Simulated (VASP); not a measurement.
```yaml
crystal:
  lattice:
    - [1.12475, -2.00597, 0.00000]
    - [1.12475, 2.00597, 0.00000]
    - [0.00000, 0.00000, 3.51769]
  atoms:
    - { symbol: Be, position: [0.33333, 0.66667, 0.25000] }
    - { symbol: Be, position: [0.69496, 0.36163, 0.75000] }
```

Method: PBE GGA, VASP's PBE PAW potentials (set 64) (plane waves; VASP). Numerical set-up: 400 eV cut-off, 17×17×9 Γ-centred mesh, tetrahedra with Blöchl corrections, potentials Be.

For a metal the tetrahedron method with Blöchl corrections gives inexact stress and forces.

Which forces act on the atoms, in eV/Å?

```csv
atom,Fx,Fy,Fz
Be1,0.237,-0.089,0.000
Be2,-0.237,0.089,0.000
```

Give the stress tensor in GPa (positive for a compressed cell).

```
 1.27  -1.89   0.00
-1.89  -6.45   0.00
 0.00   0.00   5.58
```
The pressure is its mean diagonal, 0.13 GPa.

The compound is Be in the hcp structure. The cell was not relaxed at this level, atoms are displaced from their ideal sites. The run is one of a series of settings (ISMEAR = -5, SIGMA removed against the base run), some of them coarse on purpose.
